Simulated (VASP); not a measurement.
The system is ZnS.

```
CELL_PARAMETERS angstrom
3.80000 0.00000 0.00000
-1.90000 3.29090 0.00000
0.00000 0.00000 6.23000
ATOMIC_POSITIONS crystal
Zn 0.33333 0.66667 0.00000
Zn 0.66667 0.33333 0.50000
S 0.33333 0.66667 0.37700
S 0.66667 0.33333 0.87700
```

The cell was built by a generator and needn't be a form met in nature.

```yaml
Program: VASP 6.6.1
Task: relaxation of cell and atoms
Functional: PBE
Potentials_or_basis: VASP PAW PBE potentials, release 64 (Zn, S)
Cutoff: 700 eV
k_mesh: 8 × 8 × 6
Occupations: gaussian, width 0.02 eV
Spin: no spin polarisation
```

At the start: pressure 2.9 GPa; volume 19.48 Å³/atom.

**Question.** How do energy, volume and symmetry change on relaxing?

**Answer.** Over 8 steps the energy falls by 6.9 meV/atom and the volume is 20.25 Å³/atom (+4.0 %); space group P6_3mc (No. 186, to 0.05 Å).

Step by step:
| step | energy change (eV) | largest force (eV/Å) | pressure (GPa) | volume (Å³) |
| --- | --- | --- | --- | --- |
| 1 | 0.0000 | 0.0958 | 2.88 | 77.91 |
| 2 | -0.0248 | 0.0104 | -0.78 | 81.92 |
| 3 | -0.0273 | 0.0279 | -0.03 | 80.96 |
| 4 | -0.0273 | 0.0290 | 0.07 | 80.90 |
| 5 | -0.0274 | 0.0191 | 0.06 | 80.89 |
| 6 | -0.0276 | 0.0031 | 0.09 | 80.87 |
| 7 | -0.0275 | 0.0003 | -0.05 | 81.05 |
| 8 | -0.0276 | 0.0007 | -0.03 | 80.99 |

Final structure:
```xyz
4
Lattice="3.8497 0.0000 0.0000 -1.9248 3.3339 0.0000 0.0000 0.0000 6.3107" Properties=species:S:1:pos:R:3 pbc="T T T"
Zn    0.0000    2.2226    0.0076
Zn    1.9248    1.1113    3.1630
S     0.0000    2.2226    2.3715
S     1.9248    1.1113    5.5269
```
